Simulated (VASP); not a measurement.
Input:

```xyz
3
Lattice="1.8902 -3.2739 0.0000 1.8902 3.2739 0.0000 0.0000 0.0000 6.1526" Properties=species:S:1:pos:R:3 pbc="T T T"
Sn     1.8902    -3.2739     0.0000
Se     1.8902     1.0913     1.5610
Se     1.8902    -1.0913     4.5916
```

Computed with PBE GGA with D3 dispersion (zero damping), VASP's PBE PAW potentials (set 64) (plane waves; VASP). Settings: 520 eV cut-off, 7×7×4 Γ-centred mesh, Gaussian smearing of 0.050 eV, potentials Sn_d Se.

Q: The ions and cell shape at fixed volume are relaxed. Which structure does the run end with?

A: 
```xyz
3
Lattice="1.9209 -3.3271 0.0000 1.9209 3.3271 0.0000 0.0000 0.0000 5.9576" Properties=species:S:1:pos:R:3 pbc="T T T"
Sn     0.0000     0.0000     0.0000
Se     1.9209     1.1090     1.5916
Se     1.9209    -1.1090     4.3661
```
Space group P-3m1 (164), at a tolerance of 0.03 Å.

Q: How much energy does the relaxation gain?

A: The energy (σ→0) changes by -15.3 meV/atom, in 8 ionic steps.

```tsv
step	E(σ→0) (eV)	max force (eV/Å)	pressure (GPa)	volume (Å³)
1	-12.4486	0.574	4.28	76.15
2	-12.4724	0.277	3.19	76.15
3	-12.4805	0.029	2.07	76.15
4	-12.4905	0.009	1.72	76.15
5	-12.4945	0.011	1.35	76.15
6	-12.4945	0.013	1.32	76.15
7	-12.4945	0.014	1.30	76.15
8	-12.4946	0.001	1.27	76.15
```

The compound is SnSe2 in the 1T layered structure. This cell is one point of a volume scan, at 0.94 of the reference volume. Symmetry was kept, so distortions that lower it aren't found.
